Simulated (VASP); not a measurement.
Computed with PBE GGA with D4 dispersion, VASP's PBE PAW potentials (set 64) (plane waves; VASP).

Input for VASP

KPOINTS:
```
Automatic
0
Gamma
  8 8 8
0 0 0
```

**INCAR**
```
! general
SYSTEM =SrVO3
PREC   =Accurate
ENCUT  =520
LREAL  =.FALSE.
LASPH  =.TRUE.

! electronic loop
EDIFF  =1E-7
NELM   =100
ALGO   =Normal
LMAXMIX=4

! smearing
ISMEAR =1
SIGMA  =0.1

! functional
GGA    =PE
IVDW   =13

! ions
ISIF   =2

! output
LWAVE  =.FALSE.
LCHARG =.FALSE.
```

POSCAR:
```
SrVO3
1
    3.9153132381     0.0000000000     0.0000000000
    0.0000000000     3.9153132381     0.0000000000
    0.0000000000     0.0000000000     3.9153132381
Sr V O
1 1 3
Direct
  0.0000000000   0.0000000000   0.0000000000
  0.5000000000   0.5000000000   0.5000000000
  0.5000000000   0.0000000000   0.5000000000
  0.0000000000   0.5000000000   0.5000000000
  0.5000000000   0.5000000000   0.0000000000
```

POTCAR, in this order: Sr_sv V_sv O (PBE.64 set). Program: vasp_std.

What does the run give for the energy per atom (σ→0), dispersion energy, pressure, band gap (on the k-mesh)?

| Item | Value |
|---|---|
| energy per atom (σ→0) | -8.043 eV/atom |
| dispersion energy | -0.989 eV |
| band gap (on the k-mesh) | none (metal, semimetal or under 0.01 eV) |
| pressure | -93.4 kbar |

**OSZICAR**
```
...
DAV:  12    -0.392289893730E+02   -0.12283E-03   -0.43800E-03  2088   0.490E-01    0.121E-01
DAV:  13    -0.392288960896E+02    0.93283E-04   -0.35724E-04  2184   0.123E-01    0.475E-02
DAV:  14    -0.392288671212E+02    0.28968E-04   -0.39065E-04  1776   0.107E-01    0.379E-02
DAV:  15    -0.392288633127E+02    0.38085E-05   -0.10517E-04  1944   0.905E-02    0.183E-02
DAV:  16    -0.392288612758E+02    0.20369E-05   -0.10655E-05  1872   0.284E-02    0.239E-03
DAV:  17    -0.392288613915E+02   -0.11572E-06   -0.68895E-07  1872   0.479E-03    0.154E-03
DAV:  18    -0.392288613480E+02    0.43531E-07   -0.86532E-08   936   0.219E-03
   1 F= -.40217856E+02 E0= -.40217031E+02  d E =-.247432E-02
```

The compound is SrVO3 in the cubic perovskite structure. This cell is one point of a volume scan, at 1.06 of the reference volume. The run is not spin-polarised, so no magnetic state was tried. The electron count is odd and the run is not spin-polarised, which forces a metal.
